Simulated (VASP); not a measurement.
# MnCuAs: structure and properties in VASP, part 2 of 9

Wanted: the relaxed cell of MnCuAs and its properties. The start is a computed cell from the Materials Project.

VASP 6.6.1, plane waves and PAW; the level of theory is named at each step.

Still holding for the runs below: The k-mesh is coarse for a metal.

So far. Step 2 (Magnetic order: ferromagnetic): The run ends ferromagnetic with a largest moment of 3.41 μB, and the mesh shows no gap.

## (3) Magnetic order: antiferromagnetic within the cell

This step: PBE, spin-polarised from an antiferromagnetic start; plane waves and PAW (Mn_pv, Cu, As) (VASP 6.6.1).

Next, a pattern with opposite moments.

Input file INCAR:

```
SYSTEM = MnCuAs
PREC = Accurate
ENCUT = 400
EDIFF = 1E-06
NELM = 100
ISMEAR = 1
SIGMA = 0.2
LREAL = .FALSE.
ALGO = Normal
GGA = PE
NBANDS = 38
ISPIN = 2
MAGMOM = 4 -4 0.6 -0.6 0 0
LASPH = .TRUE.
LMAXMIX = 4
LORBIT = 11
LWAVE = .FALSE.
LCHARG = .FALSE.
KPAR = 8
ISIF = 2
```

Input file POSCAR:

```
MnCuAs
1.0
    3.6994910000      0.0000000000      0.0000000000
    0.0000000000      3.6994910000      0.0000000000
    0.0000000000      0.0000000000      6.4084220000
Mn Cu As
2 2 2
Direct
    0.0000000000      0.5000000000      0.1640200000
    0.5000000000      0.0000000000      0.8359800000
    0.0000000000      0.0000000000      0.5000000000
    0.5000000000      0.5000000000      0.5000000000
    0.0000000000      0.5000000000      0.7762460000
    0.5000000000      0.0000000000      0.2237540000
```

Input file KPOINTS:

```
Automatic mesh
0
Gamma
6 6 4
0 0 0
```

The projector-augmented-wave data sets are Mn_pv, Cu and As (PBE family, release 64).

Launch:

```console
$ mpirun -np 8 vasp_std
```

What it wrote:

```text
[banner, memory and clock lines left out]
running    8 mpi-ranks, on    1 nodes
 distrk:  each k-point on    1 cores,    8 groups
 distr:  one band on    1 cores,    1 groups

 POSCAR found type information on POSCAR MnCuAs
 POSCAR found :  3 types and       6 ions
 [... a notice as in an earlier step ...]

 LDA part: xc-table for (Slater+PW92), standard interpolation
 POSCAR, INCAR and KPOINTS ok, starting setup
 FFT: planning ... GRIDC
 FFT: planning ... GRID_SOFT
 FFT: planning ... GRID
 WAVECAR not read
 entering main loop
       N       E                     dE             d eps       ncg     rms          rms(c)
DAV:   1     0.509233708231E+03    0.50923E+03   -0.25545E+04  8272   0.170E+03
DAV:   2     0.802472632876E+01   -0.50121E+03   -0.48464E+03  7350   0.437E+02
DAV:   3    -0.367217762151E+02   -0.44747E+02   -0.41908E+02  8604   0.149E+02
DAV:   4    -0.389297130132E+02   -0.22079E+01   -0.21858E+01 10168   0.336E+01
DAV:   5    -0.389862139715E+02   -0.56501E-01   -0.56481E-01  9264   0.539E+00    0.191E+01
DAV:   6    -0.371434709639E+02    0.18427E+01   -0.53684E+01 10082   0.120E+02    0.135E+01
DAV:   7    -0.351391955634E+02    0.20043E+01   -0.11130E+01  9282   0.586E+01    0.472E+00
DAV:   8    -0.352305967455E+02   -0.91401E-01   -0.13630E+00 11634   0.169E+01    0.397E+00
DAV:   9    -0.351942502018E+02    0.36347E-01   -0.40184E-01 11370   0.149E+01    0.176E+00
DAV:  10    -0.351721433871E+02    0.22107E-01   -0.88814E-02 10852   0.566E+00    0.592E-01
DAV:  11    -0.351729649696E+02   -0.82158E-03   -0.14445E-02 11320   0.232E+00    0.188E-01
DAV:  12    -0.351731550248E+02   -0.19006E-03   -0.18826E-03 10586   0.299E-01    0.829E-02
DAV:  13    -0.351731665680E+02   -0.11543E-04   -0.10716E-04 10852   0.144E-01    0.457E-02
DAV:  14    -0.351731682109E+02   -0.16429E-05   -0.15097E-05 11426   0.894E-02    0.115E-02
DAV:  15    -0.351731697166E+02   -0.15057E-05   -0.34090E-06  6538   0.159E-02    0.594E-03
DAV:  16    -0.351731697337E+02   -0.17132E-07   -0.86984E-07  4160   0.225E-02
   1 F= -.35173170E+02 E0= -.35173587E+02  d E =0.125243E-02  mag=    -0.0000
```

Elapsed: 47 s, on 8 MPI ranks of Intel Xeon Platinum 8488C (Sapphire Rapids), shared host; peak memory 2.4 GiB; 5.4 min of CPU time.

From OUTCAR (step 3):

```text
 Found     48 irreducible k-points:

   k-points           NKPTS =     48   k-points in BZ     NKDIM =     48   number of bands    NBANDS=     38

   NELECT =      58.0000    total number of electrons

 E-fermi :   8.1068

 spin component 1
 k-point     1 :       0.0000    0.0000    0.0000
  band No.  band energies     occupation
    ...
     26       5.8637      1.00000
     27       6.6620      1.00000
     28       7.4070      1.00000
     29       7.8565      1.03535
     30       7.8565      1.03535
     31       8.3442     -0.03523
     32       8.8825     -0.00000
     33       9.3409     -0.00000
     34       9.3409     -0.00000
     35      10.2563     -0.00000
    ...

 k-point     2 :       0.1667    0.0000    0.0000
  band No.  band energies     occupation
    ...
     26       6.2667      1.00000
     27       6.3486      1.00000
     28       7.0946      1.00000
     29       7.9479      0.98859
     30       7.9978      0.89386
     31       8.4985     -0.00911
     32       8.6331     -0.00063
     33       9.6451     -0.00000
     34       9.8257     -0.00000
     35      10.7205     -0.00000
    ...

 k-point     3 :       0.0000    0.1667    0.0000
  band No.  band energies     occupation
    ...
     26       6.2667      1.00000
     27       6.3486      1.00000
     28       7.0946      1.00000
     29       7.9479      0.98859
     30       7.9978      0.89387
     31       8.4985     -0.00911
     32       8.6331     -0.00063
     33       9.6451     -0.00000
     34       9.8257     -0.00000
     35      10.7205     -0.00000
    ...

 k-point     4 :       0.3333    0.0000    0.0000
  band No.  band energies     occupation
    ...
     25       5.6642      1.00000
     26       5.9373      1.00000
     27       6.2961      1.00000
     28       7.0284      1.00000
     29       7.8046      1.02716
     30       8.5998     -0.00135
     31       8.7471     -0.00003
     32       9.0074     -0.00000
     33       9.4263     -0.00000
     34      10.7952     -0.00000
    ...

  Total       -0.2451382     -0.2451259     -0.8775353      0.0000000      0.0000000      0.0000000
  in kB       -4.4780250     -4.4777997    -16.0302437      0.0000000      0.0000000      0.0000000
  external PRESSURE =      -8.3286895 kB  Pullay stress =       0.0000000 kB

 POSITION                                       TOTAL-FORCE (eV/Angst)
 -----------------------------------------------------------------------------------
      0.00000      1.84975      1.05111         0.000000      0.000000     -0.449682
      1.84975      0.00000      5.35731         0.000000      0.000000      0.449682
      0.00000      0.00000      3.20421         0.000000      0.000000      0.000001
      1.84975      1.84975      3.20421         0.000000      0.000000     -0.000001
      0.00000      1.84975      4.97451         0.000000      0.000000      0.022011
      1.84975      0.00000      1.43391         0.000000      0.000000     -0.022011
 -----------------------------------------------------------------------------------
    total drift:                                0.000000      0.000000      0.000000

  FREE ENERGIE OF THE ION-ELECTRON SYSTEM (eV)
  ---------------------------------------------------
  free  energy   TOTEN  =       -35.1731697337 eV

  energy  without entropy=      -35.1744221591  energy(sigma->0) =      -35.17358721

 total charge
# of ion       s       p       d       tot
------------------------------------------
    1        0.242   6.205   5.074  11.522
    2        0.242   6.205   5.074  11.522
    3        0.391   0.397   9.205   9.993
    4        0.391   0.397   9.205   9.993
    5        1.202   1.544   0.070   2.816
    6        1.202   1.544   0.070   2.816
--------------------------------------------------
tot          3.672  16.292  28.698  48.662

 magnetization (x)
# of ion       s       p       d       tot
------------------------------------------
    1        0.035   0.039   3.398   3.472
    2       -0.035  -0.039  -3.398  -3.472
    3        0.000   0.000  -0.000   0.000
    4       -0.000  -0.000   0.000  -0.000
    5       -0.010   0.022  -0.004   0.008
    6        0.010  -0.022   0.004  -0.008
--------------------------------------------------
tot          0.000   0.000   0.000   0.000

[... 7 parts as in an earlier step ...]

[... 5 further parts left out ...]
```

This step gave:

```yaml
electronic_steps: 16
bands: 38
irreducible_k_points: 48
symmetry_operations: 8
free_energy_toten: -35.17 eV
energy_at_zero_smearing: -35.17 eV
fermi_energy: 8.107 eV
pressure: -0.8329 GPa
```

Spin moment in the PAW sphere by atom:

| atom | spin moment in the PAW sphere (μB) |
| --- | --- |
| Mn1 | 3.47 |
| Mn2 | -3.47 |
| Cu3 | 0.00 |
| Cu4 | 0.00 |
| As5 | 0.01 |
| As6 | -0.01 |

Force by atom:

| atom | x (eV/Å) | y (eV/Å) | z (eV/Å) | size |
| --- | --- | --- | --- | --- |
| Mn1 | 0.000 | 0.000 | -0.450 | 0.450 |
| Mn2 | 0.000 | 0.000 | 0.450 | 0.450 |
| Cu3 | 0.000 | 0.000 | 0.000 | 0.000 |
| Cu4 | 0.000 | 0.000 | 0.000 | 0.000 |
| As5 | 0.000 | 0.000 | 0.022 | 0.022 |
| As6 | 0.000 | 0.000 | -0.022 | 0.022 |

The energy lies -54.6 meV an atom from the first pattern. The run ends antiferromagnetic with a largest moment of 3.47 μB, and the mesh shows no gap.

## (4) Magnetic order: antiferromagnetic, q = (0, 0, 1/2)

System of this step: MnCuAs. It takes space group P4/nmm (No. 129, tetragonal). Conventional cell: a = 3.699 Å, b = 3.699 Å, c = 6.408 Å, α = 90.00°, β = 90.00°, γ = 90.00°. Nearest to Mn lie 5 As at 2.49 to 2.64 Å and 4 Cu at 2.84 Å. Cu has 4 As at 2.56 Å and 4 Cu at 2.62 Å and 4 Mn at 2.84 Å nearest. As has 5 Mn at 2.49 to 2.64 Å and 4 Cu at 2.56 Å nearest. Farther neighbours are not listed.

Next, a pattern with opposite moments, which needs a doubled cell; q is given in the reciprocal vectors of the primitive cell.

INCAR, as its differences from that of step 3:

```diff
@@ -10,5 +10,5 @@
 GGA = PE
-NBANDS = 38
+NBANDS = 77
 ISPIN = 2
-MAGMOM = 4 -4 0.6 -0.6 0 0
+MAGMOM = 4 -4 4 -4 0.6 -0.6 0.6 -0.6 0 0 0 0
 LASPH = .TRUE.
```

Input file POSCAR:

```
MnCuAs
1.0
    3.6994910000      0.0000000000      0.0000000000
    0.0000000000      3.6994910000      0.0000000000
    0.0000000000      0.0000000000     12.8168440000
Mn Cu As
4 4 4
Direct
    0.0000000000      0.5000000000      0.0820100000
    0.0000000000      0.5000000000      0.5820100000
    0.5000000000      0.0000000000      0.4179900000
    0.5000000000      0.0000000000      0.9179900000
    0.0000000000      0.0000000000      0.2500000000
    0.0000000000      0.0000000000      0.7500000000
    0.5000000000      0.5000000000      0.2500000000
    0.5000000000      0.5000000000      0.7500000000
    0.0000000000      0.5000000000      0.3881230000
    0.0000000000      0.5000000000      0.8881230000
    0.5000000000      0.0000000000      0.1118770000
    0.5000000000      0.0000000000      0.6118770000
```

Input file KPOINTS:

```
Automatic mesh
0
Gamma
6 6 2
0 0 0
```

Launch:

```console
$ mpirun -np 8 vasp_std
```

What it wrote:

```text
[banner, memory and clock lines left out]
running    8 mpi-ranks, on    1 nodes
 distrk:  each k-point on    1 cores,    8 groups
 distr:  one band on    1 cores,    1 groups

 POSCAR found type information on POSCAR MnCuAs
 POSCAR found :  3 types and      12 ions
 [... a notice as in an earlier step ...]

 LDA part: xc-table for (Slater+PW92), standard interpolation
 POSCAR, INCAR and KPOINTS ok, starting setup
 FFT: planning ... GRIDC
 FFT: planning ... GRID_SOFT
 FFT: planning ... GRID
 WAVECAR not read
 entering main loop
       N       E                     dE             d eps       ncg     rms          rms(c)
DAV:   1     0.120449280097E+04    0.12045E+04   -0.47492E+04  6720   0.168E+03
DAV:   2     0.926711381040E+02   -0.11118E+04   -0.10648E+04  6170   0.479E+02
DAV:   3    -0.651613106440E+02   -0.15783E+03   -0.13975E+03  6480   0.189E+02
DAV:   4    -0.776329132036E+02   -0.12472E+02   -0.12072E+02  9368   0.572E+01
DAV:   5    -0.779334390264E+02   -0.30053E+00   -0.29958E+00  9216   0.103E+01    0.269E+01
DAV:   6    -0.740501867735E+02    0.38833E+01   -0.10208E+02  8630   0.119E+02    0.196E+01
DAV:   7    -0.699152914468E+02    0.41349E+01   -0.21343E+01  7878   0.593E+01    0.683E+00
DAV:   8    -0.702285903397E+02   -0.31330E+00   -0.29363E+00  9763   0.184E+01    0.592E+00
DAV:   9    -0.702525663390E+02   -0.23976E-01   -0.98643E-01  9440   0.190E+01    0.303E+00
DAV:  10    -0.701790084650E+02    0.73558E-01   -0.28085E-01  9456   0.879E+00    0.999E-01
DAV:  11    -0.701794613579E+02   -0.45289E-03   -0.42231E-02  9416   0.311E+00    0.411E-01
DAV:  12    -0.701820337307E+02   -0.25724E-02   -0.61585E-03  9328   0.570E-01    0.230E-01
DAV:  13    -0.701835871540E+02   -0.15534E-02   -0.18898E-03  8680   0.442E-01    0.128E-01
DAV:  14    -0.701840321350E+02   -0.44498E-03   -0.48952E-04  8945   0.238E-01    0.377E-02
DAV:  15    -0.701841003996E+02   -0.68265E-04   -0.13189E-04  9008   0.691E-02    0.194E-02
DAV:  16    -0.701841033608E+02   -0.29612E-05   -0.32958E-05  8009   0.770E-02    0.100E-02
DAV:  17    -0.701841037419E+02   -0.38106E-06   -0.38053E-06  5960   0.153E-02
   1 F= -.70184104E+02 E0= -.70188851E+02  d E =0.142430E-01  mag=     0.0000
```

The job ended after 1.9 min (8 MPI ranks; peak memory 3.7 GiB; 15 min of CPU time).

OUTCAR, selected parts (step 4):

```text
  LATTYP: Found a simple tetragonal cell.
 ALAT       =     3.6994910000
 C/A-ratio  =     3.4644884931

 Found     20 irreducible k-points:

   k-points           NKPTS =     20   k-points in BZ     NKDIM =     20   number of bands    NBANDS=     77

   dimension x,y,z NGX =    24 NGY =   24 NGZ =   84
   dimension x,y,z NGXF=    48 NGYF=   48 NGZF=  168

   ENCUT  =  400.0 eV  29.40 Ry    5.42 a.u.   6.03  6.03 20.90*2*pi/ulx,y,z

   NELECT =     116.0000    total number of electrons

 E-fermi :   8.0781

 spin component 1
 k-point     1 :       0.0000    0.0000    0.0000
  band No.  band energies     occupation
    ...
     54       6.8623      1.00000
     55       7.2320      1.00000
     56       7.2502      1.00000
     57       7.2502      1.00000
     58       7.5934      1.00162
     59       8.1321      0.28038
     60       8.1321      0.28038
     61       8.3350     -0.03495
     62       8.3680     -0.02982
     63       8.7816     -0.00000
    ...

 k-point     2 :       0.1667    0.0000    0.0000
  band No.  band energies     occupation
    ...
     55       7.0910      1.00000
     56       7.1096      1.00000
     57       7.1547      1.00000
     58       7.9696      0.89257
     59       7.9998      0.80463
     60       8.1933      0.09102
     61       8.4883     -0.00675
     62       8.6966     -0.00006
     63       8.9307     -0.00000
     64       9.1221     -0.00000
    ...

 k-point     3 :       0.3333    0.0000    0.0000
  band No.  band energies     occupation
    ...
     53       6.3407      1.00000
     54       6.6844      1.00000
     55       6.8262      1.00000
     56       6.8765      1.00000
     57       8.0084      0.77583
     58       8.1931      0.09148
     59       8.5813     -0.00108
     60       8.6442     -0.00023
     61       8.7139     -0.00003
     62       8.7561     -0.00001
    ...

 k-point     4 :       0.5000    0.0000    0.0000
  band No.  band energies     occupation
    ...
     52       6.0175      1.00000
     53       6.4334      1.00000
     54       6.4334      1.00000
     55       6.9186      1.00000
     56       6.9186      1.00000
     57       8.1394      0.25367
     58       8.1394      0.25367
     59       8.6497     -0.00020
     60       8.6497     -0.00020
     61       9.0559     -0.00000
    ...

  Total        0.1724227      0.1724227     -0.7253738      0.0000000     -0.0000000     -0.0000000
  in kB        1.5748531      1.5748531     -6.6253286      0.0000000     -0.0000000     -0.0000000
  external PRESSURE =      -1.1585408 kB  Pullay stress =       0.0000000 kB

  energy-cutoff  :      400.00
  volume of cell :      175.41
      direct lattice vectors                 reciprocal lattice vectors
     3.699491000  0.000000000  0.000000000     0.270307456  0.000000000  0.000000000
     0.000000000  3.699491000  0.000000000     0.000000000  0.270307456  0.000000000
     0.000000000  0.000000000 12.816844000     0.000000000  0.000000000  0.078022327

 POSITION                                       TOTAL-FORCE (eV/Angst)
 -----------------------------------------------------------------------------------
      0.00000      1.84975      1.05111        -0.000000     -0.000000     -0.455817
      0.00000      1.84975      7.45953        -0.000000     -0.000000     -0.455817
      1.84975      0.00000      5.35731         0.000000      0.000000      0.455817
      1.84975      0.00000     11.76573         0.000000      0.000000      0.455817
      0.00000      0.00000      3.20421        -0.000000     -0.000000      0.000000
      0.00000      0.00000      9.61263        -0.000000      0.000000      0.000000
      1.84975      1.84975      3.20421         0.000000     -0.000000      0.000000
      1.84975      1.84975      9.61263         0.000000      0.000000      0.000000
      0.00000      1.84975      4.97451         0.000000      0.000000      0.092285
      0.00000      1.84975     11.38293        -0.000000     -0.000000      0.092285
      1.84975      0.00000      1.43391        -0.000000     -0.000000     -0.092285
      1.84975      0.00000      7.84233        -0.000000     -0.000000     -0.092285
 -----------------------------------------------------------------------------------
    total drift:                                0.000000      0.000000      0.000000

  FREE ENERGIE OF THE ION-ELECTRON SYSTEM (eV)
  ---------------------------------------------------
  free  energy   TOTEN  =       -70.1841037419 eV

  energy  without entropy=      -70.1983467014  energy(sigma->0) =      -70.18885140

 total charge
# of ion       s       p       d       tot
------------------------------------------
    1        0.245   6.205   5.071  11.520
    2        0.245   6.205   5.071  11.520
    3        0.245   6.205   5.071  11.520
    4        0.245   6.205   5.071  11.520
    5        0.394   0.395   9.204   9.993
    6        0.394   0.395   9.204   9.993
    7        0.394   0.395   9.204   9.993
    8        0.394   0.395   9.204   9.993
    9        1.206   1.545   0.069   2.820
   10        1.206   1.545   0.069   2.820
   11        1.206   1.545   0.069   2.820
   12        1.206   1.545   0.069   2.820
--------------------------------------------------
tot          7.378  32.575  57.379  97.333

 magnetization (x)
# of ion       s       p       d       tot
------------------------------------------
    1        0.035   0.036   3.423   3.494
    2       -0.035  -0.036  -3.423  -3.494
    3        0.035   0.036   3.423   3.494
    4       -0.035  -0.036  -3.423  -3.494
    5       -0.015  -0.008   0.056   0.033
    6        0.015   0.008  -0.056  -0.033
    7       -0.015  -0.008   0.056   0.033
    8        0.015   0.008  -0.056  -0.033
    9        0.015   0.002   0.003   0.020
   10       -0.015  -0.002  -0.003  -0.020
   11        0.015   0.002   0.003   0.020
   12       -0.015  -0.002  -0.003  -0.020
--------------------------------------------------
tot          0.000   0.000   0.000   0.000

[... 2 parts as in an earlier step ...]

[... 6 further parts left out ...]
```

Numbers from this step:

```yaml
electronic_steps: 17
electrons: 116
bands: 77
irreducible_k_points: 20
symmetry_operations: 16
free_energy_toten: -70.1841 eV
energy_at_zero_smearing: -70.1889 eV
fermi_energy: 8.078 eV
pressure: -0.1159 GPa
```

Spin moment in the PAW sphere by atom:

| atom | spin moment in the PAW sphere (μB) |
| --- | --- |
| Mn1 | 3.49 |
| Mn2 | -3.49 |
| Mn3 | 3.49 |
| Mn4 | -3.49 |
| Cu5 | 0.03 |
| Cu6 | -0.03 |
| Cu7 | 0.03 |
| Cu8 | -0.03 |
| As9 | 0.02 |
| As10 | -0.02 |
| As11 | 0.02 |
| As12 | -0.02 |

Force by atom:

| atom | x (eV/Å) | y (eV/Å) | z (eV/Å) | size |
| --- | --- | --- | --- | --- |
| Mn1 | 0.000 | 0.000 | -0.456 | 0.456 |
| Mn2 | 0.000 | 0.000 | -0.456 | 0.456 |
| Mn3 | 0.000 | 0.000 | 0.456 | 0.456 |
| Mn4 | 0.000 | 0.000 | 0.456 | 0.456 |
| Cu5 | 0.000 | 0.000 | 0.000 | 0.000 |
| Cu6 | 0.000 | 0.000 | 0.000 | 0.000 |
| Cu7 | 0.000 | 0.000 | 0.000 | 0.000 |
| Cu8 | 0.000 | 0.000 | 0.000 | 0.000 |
| As9 | 0.000 | 0.000 | 0.092 | 0.092 |
| As10 | 0.000 | 0.000 | 0.092 | 0.092 |
| As11 | 0.000 | 0.000 | -0.092 | 0.092 |
| As12 | 0.000 | 0.000 | -0.092 | 0.092 |

The energy lies -41.4 meV an atom from the first pattern. The run ends antiferromagnetic with a largest moment of 3.49 μB, and the mesh shows no gap.

[end of part 2 of 9]

[Lines on the potential files, build, host, timing and source positions are cut from VASP's logs without a mark.]

[Logs are printed without paths, hosts, clocks, repeated set-up lines and the standing remarks that a program may print on its own settings, such as how far it seeks lower states.]

[Hosts, paths, dates, database ids (printed as entryN), source tags and the programs' standing remarks are cut or masked in the printed files.]

[A measured line is paired with the nearest computed mode of its activity, which favours agreement.]
